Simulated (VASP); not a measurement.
Here is the system:

```
CELL_PARAMETERS angstrom
      0.00000     2.22431     2.22431
      2.22431     0.00000     2.22431
      2.22431     2.22431     0.00000
ATOMIC_POSITIONS crystal
  Al 0.00000 0.00000 0.00000
  N  0.25000 0.25000 0.25000
```

All values below come from r2SCAN+rVV10, VASP's PBE PAW potentials (set 64) (plane waves; VASP). Settings: 520 eV cut-off, 10×10×10 Γ-centred mesh, Gaussian smearing of 0.050 eV, potentials Al N.

### Question
Give the stress tensor in GPa (positive for a compressed cell).

### Answer

```
-11.20    0.00    0.00
  0.00  -11.20    0.00
  0.00    0.00  -11.20
```
The pressure is its mean diagonal, -11.20 GPa.

The compound is AlN in the zinc blende structure, a metastable form; wurtzite is the usual one. This cell is one point of a volume scan, at 1.06 of the reference volume.
